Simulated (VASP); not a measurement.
VASP input:

POSCAR:
```
RuAl
1
    3.0013501380     0.0000000000     0.0000000000
   -0.0000000000     3.0013501380    -0.0000000000
    0.0000000000     0.0000000000     3.0013501380
Al Ru
1 1
Direct
  0.5000000000   0.5000000000   0.5000000000
  0.0000000000   0.0000000000   0.0000000000
```

File KPOINTS:
```
Automatic mesh
0
gamma
 14 14 14
```

### INCAR
```
SYSTEM  =  RuAl
PREC  =  Accurate; ENCUT  =  400; LREAL  =  F
LASPH  =  T
EDIFF  =  1E-7; NELM  =  100; ALGO  =  Normal
LMAXMIX  =  4
ISMEAR  =  -5
GGA  =  PE
ISIF  =  2
LWAVE  =  F; LCHARG  =  T; LORBIT  =  11
NEDOS  =  601
```

POTCAR, in this order: Al Ru_pv (PBE.64 set). Program: vasp_std.

Task: Translate this PBE calculation to Ansatz.

Result: One equivalent input (not run):
Ansatz 0.2 input:
```yaml
crystal:
  lattice:
    - [3.0013501, 0.0000000, 0.0000000]
    - [0.0000000, 3.0013501, 0.0000000]
    - [0.0000000, 0.0000000, 3.0013501]
  atoms:
    - { symbol: Al, position: [0.5000000, 0.5000000, 0.5000000] }
    - { symbol: Ru, position: [0.0000000, 0.0000000, 0.0000000] }
kpoints:
  mp_grid: { grid: [14, 14, 14] }
hamiltonian:
  xc: pbe
  pseudopotentials: { kind: paw }
scf:
  occupations: { method: tetrahedron }
  max_iter: 100
output: { forces: true, stress: true, eigenvalues: true }
```
The two are equivalent in intent, not identical: each code has its own PAW files, so the cut-off isn't converted (ENCUT is set for VASP's; basis.ecutwfc is left out, and Ansatz then takes the one that its files recommend); Ansatz stops its SCF on the density residual and VASP on the energy change (EDIFF).

The compound is RuAl in the CsCl type structure. It was relaxed first.
